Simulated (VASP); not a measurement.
Crystal: COH2, in a box.

```
C O H
1.0
    12.49477    0.00000    0.00000
     0.00000   12.99477    0.00000
     0.00000    0.00000   13.49477
C O H
1 1 2
Cartesian
  6.2476 6.5466 6.7475
  6.5983 5.3996 6.9379
  6.8842 7.4162 7.0430
  5.2696 6.7936 6.2668
```

Base run:

| Property | Result |
| --- | --- |
| Program | VASP 6.6.1 |
| Functional | RPBE |
| Potentials or basis | VASP PAW PBE potentials, release 64 (C, O, H) |
| Cutoff | 400 eV |
| k mesh | 1 × 1 × 1 |
| Occupations | gaussian, width 0.01 eV |
| Spin | no spin polarisation |

Its results: gap between the frontier levels 3.58 eV; largest force 0.388 eV/Å.

Problem. The run is repeated on the same cell with these changes: functional from RPBE to PBE. What comes out?

Solution. Gap between the frontier levels 3.52 eV; largest force 0.017 eV/Å.

Caveats: the standard files for N, O and F lose accuracy on very short bonds; the PAW data sets were made with another functional, which shifts forces and pressure a little (some runs).

A k mesh can miss the band edges.

Not every run made on this cell is shown here.
